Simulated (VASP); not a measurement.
```
CELL_PARAMETERS angstrom
      2.88879     0.00000     0.00000
     -1.44439     2.50176     0.00000
      0.00000     0.00000     4.78012
ATOMIC_POSITIONS crystal
  Ag 0.33333 0.66667 0.25000
  Ag 0.66667 0.33333 0.75000
```

Calculation: r2SCAN meta-GGA, VASP's PBE PAW potentials (set 64) (plane waves; VASP). Run with 400 eV cut-off, 16×16×9 Γ-centred mesh, tetrahedra with Blöchl corrections, potentials Ag.

Q: The job: Ag (space group P6_3/mmc), 2 atoms, r2SCAN, static run, 400 eV, 16×16×9 Γ-centred mesh. Roughly how much core time does it take on a busy server core?

A: About 6 core-minutes (one run on a shared machine, a rough figure). It had 150 irreducible k-points, 15 bands, up to 646 plane waves and 21 electronic steps.

The structure comes from a computed database's Ag entry (P6_3/mmc); how it stands against other phases isn't given here. It was relaxed first.
